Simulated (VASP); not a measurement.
Input:

```
CaO
1.0
    3.37718     0.00000     0.00000
    0.00000     4.77606     0.00000
    0.00000     0.00000    25.02571
Ca O
6 6
Cartesian
  0.00000   0.00000   8.29137
  1.68859   2.38803   9.97998
  0.00000   0.00000  11.66856
  1.68859   2.38803  13.35715
  0.00000   0.00000  15.04573
  1.68859   2.38803  16.73434
  1.68859   0.00000   9.97998
  0.00000   2.38803   8.29137
  1.68859   0.00000  13.35715
  0.00000   2.38803  11.66856
  1.68859   0.00000  16.73434
  0.00000   2.38803  15.04573
```

All values below come from PBEsol GGA, VASP's PBE PAW potentials (set 64) (plane waves; VASP). Numerical set-up: PREC = Normal, EDIFF = 1E-5, 450 eV cut-off, 6×4×1 Γ-centred mesh, Gaussian smearing of 0.050 eV, potentials Ca_sv O.

Problem. The ions are relaxed. Predict the relaxed structure.

Solution. 
```
CaO
1.0
    3.37718     0.00000     0.00000
    0.00000     4.77606     0.00000
    0.00000     0.00000    25.02571
Ca O
6 6
Direct
  0.00000   0.00000   0.33488
  0.50000   0.50000   0.39577
  0.00000   0.00000   0.46721
  0.50000   0.50000   0.53279
  0.00000   0.00000   0.60423
  0.50000   0.50000   0.66512
  0.50000   0.00000   0.39431
  0.00000   0.50000   0.33664
  0.50000   0.00000   0.53130
  0.00000   0.50000   0.46870
  0.50000   0.00000   0.66336
  0.00000   0.50000   0.60569
```

Problem. How much energy does the relaxation gain?

Solution. The energy (σ→0) changes by -30.9 meV/atom, in 12 ionic steps.

The cell is a thin slab with vacuum, built from CaO (rock salt): (110) face.
